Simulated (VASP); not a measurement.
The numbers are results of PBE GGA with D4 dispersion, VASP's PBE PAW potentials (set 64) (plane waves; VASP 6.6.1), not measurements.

VASP ran on this input.

File KPOINTS:
```
k-points along high-symmetry lines
15
Line-mode
Reciprocal
  0.000000   0.000000   0.000000 ! GAMMA
 -0.500000  -0.500000   0.000000 ! X

 -0.500000  -0.500000   0.000000 ! X
 -0.375000  -0.375000   0.250000 ! U

 -0.375000  -0.000000   0.375000 ! K
  0.000000   0.000000   0.000000 ! GAMMA

  0.000000   0.000000   0.000000 ! GAMMA
 -0.000000  -0.000000   0.500000 ! L

 -0.000000  -0.000000   0.500000 ! L
 -0.500000  -0.250000   0.250000 ! W

 -0.500000  -0.250000   0.250000 ! W
 -0.500000  -0.500000   0.000000 ! X
```

### INCAR
```
SYSTEM = CuI
PREC = Accurate; ENCUT = 520; LREAL = .FALSE.
LASPH = .TRUE.; ICHARG = 11
EDIFF = 1E-7; NELM = 100; ALGO = Normal
LMAXMIX = 4
ISMEAR = 0; SIGMA = 0.05
GGA = PE; IVDW = 13
LWAVE = .FALSE.; LCHARG = .FALSE.; LORBIT = 11
```

**POSCAR**
```
CuI
2.9870310
  0.0000000000   0.9999999281   0.9999999281
  0.9999999281   0.0000000000   0.9999999281
  0.9999999281   0.9999999281   0.0000000000
Cu I
1 1
Cart
  0.0000000000   0.0000000000   0.0000000000
  0.4999999640   0.4999999640   0.4999999640
```

POTCAR, in this order: Cu I (PBE.64 set). Program: vasp_std. Read from the step before: CHGCAR.

Output of the run:

**OUTCAR**
```
 ion  position               nearest neighbor table
   1  0.000  0.000  0.000-   2 2.59   2 2.59   2 2.59   2 2.59
   2  0.250  0.250  0.250-   1 2.59   1 2.59   1 2.59   1 2.59
  LATTYP: Found a face centered cubic cell.
 ALAT       =     5.9740615702
 Subroutine PRICEL returns:
 Original cell was already a primitive cell.
 Subroutine GETGRP returns: Found 24 space group operations
The static configuration has the point symmetry T_d .
The dynamic configuration has the point symmetry T_d .
 Subroutine INISYM returns: Found 24 space group operations
   k-points           NKPTS =     90   k-points in BZ     NKDIM =     90   number of bands    NBANDS=     13
   number of dos      NEDOS =    301   number of ions     NIONS =      2
   total plane-waves  NPLWV =  32768
   dimension x,y,z NGX =    32 NGY =   32 NGZ =   32
   dimension x,y,z NGXF=    64 NGYF=   64 NGZF=   64
   ions per type =               1   1
   PREC   = accura    normal or accurate (medium, high low for compatibility)
   ISTART =      0    job   : 0-new  1-cont  2-samecut
   ICHARG =     11    charge: 1-file 2-atom 10-const
   ISPIN  =      1    spin polarized calculation?
   LNONCOLLINEAR =      F non collinear calculations
   LSORBIT =      F    spin-orbit coupling
   INIWAV =      1    electr: 0-lowe 1-rand  2-diag
   ENCUT  =  520.0 eV  38.22 Ry    6.18 a.u.   7.85  7.85  7.85*2*pi/ulx,y,z
   NELM   =    100;   NELMIN=  2; NELMDL= -5     # of ELM steps
   EDIFF  = 0.1E-06   stopping-criterion for ELM
   LREAL  =      F    real-space projection
   NLSPLINE    = F    spline interpolate recip. space projectors
   LMAXMIX     =    4 max onsite mixed and CHGCAR
   VOSKOWN=      0    Vosko Wilk Nusair interpolation
   EDIFFG = 0.1E-05   stopping-criterion for IOM
   NSW    =      0    number of steps for IOM
   NBLOCK =      1;   KBLOCK =      1    inner block; outer block
   IBRION =     -1    ionic relax: 0-MD 1-quasi-New 2-CG
   NFREE  =      0    steps in history (QN), initial steepest desc. (CG)
   ISIF   =      2    stress and relaxation
   ISYM   =      2    0-nonsym 1-usesym 2-fastsym
   TEIN   =    0.0    initial temperature
   TEBEG  =    0.0;   TEEND  =   0.0 temperature during run
...
```

OSZICAR:
```
       N       E                     dE             d eps       ncg     rms          rms(c)
DAV:   1     0.107927216770E+03    0.10793E+03   -0.81276E+03  2348   0.149E+03
DAV:   2     0.390827362423E+01   -0.10402E+03   -0.97760E+02  2390   0.275E+02
DAV:   3    -0.443683183353E+01   -0.83451E+01   -0.81618E+01  3154   0.847E+01
DAV:   4    -0.470336560707E+01   -0.26653E+00   -0.26638E+00  3010   0.140E+01
DAV:   5    -0.471130889734E+01   -0.79433E-02   -0.79430E-02  3235   0.249E+00
DAV:   6    -0.471153775198E+01   -0.22885E-03   -0.22885E-03  3195   0.383E-01
DAV:   7    -0.471154071771E+01   -0.29657E-05   -0.29657E-05  3273   0.402E-02
DAV:   8    -0.471154076196E+01   -0.44253E-07   -0.44257E-07  3015   0.465E-03
   1 F= -.54776864E+01 E0= -.54776864E+01  d E =-.112669E-15
```

OUTCAR:
```
 val. band max:        4.9199147169   @ k =   0.0000   0.0000   0.0000

 cond. band min:       6.1857681768   @ k =   0.0000   0.0000   0.0000



 k-point     1 :       0.0000    0.0000    0.0000
  band No.  band energies     occupation
      1      -9.3292      2.00000
      2       1.0761      2.00000
      3       1.0761      2.00000
      4       1.0761      2.00000
      5       2.8793      2.00000
      6       2.8793      2.00000
      7       4.9199      2.00000
      8       4.9199      2.00000
      9       4.9199      2.00000
     10       6.1858      0.00000
     11       9.7433      0.00000
     12       9.7433      0.00000
     13       9.7433      0.00000

 k-point     2 :      -0.0357   -0.0357    0.0000
  band No.  band energies     occupation
      1      -9.3202      2.00000
      2       1.0468      2.00000
      3       1.0749      2.00000
      4       1.0749      2.00000
      5       2.8762      2.00000
      6       2.8804      2.00000
      7       4.8319      2.00000
      8       4.8883      2.00000
      9       4.8883      2.00000
     10       6.3162      0.00000
     11       9.6708      0.00000
     12       9.7962      0.00000
     13       9.7962      0.00000

 k-point     3 :      -0.0714   -0.0714    0.0000
  band No.  band energies     occupation
      1      -9.2934      2.00000
      2       0.9610      2.00000
      3       1.0713      2.00000
      4       1.0713      2.00000
      5       2.8674      2.00000
      6       2.8838      2.00000
      7       4.6393      2.00000
      8       4.7982      2.00000
      9       4.7982      2.00000
     10       6.6308      0.00000
     11       9.4790      0.00000
     12       9.9501      0.00000
     13       9.9501      0.00000

 k-point     4 :      -0.1071   -0.1071    0.0000
  band No.  band energies     occupation
      1      -9.2497      2.00000
      2       0.8256      2.00000
      3       1.0656      2.00000
      4       1.0656      2.00000
...
```

The density is held fixed in this step, so its total energy and stress have no physical meaning. Unless said otherwise, spin-orbit coupling is left out, though it shifts the bands of the heavy elements here.

The compound is CuI in the zinc blende structure. It was relaxed first.
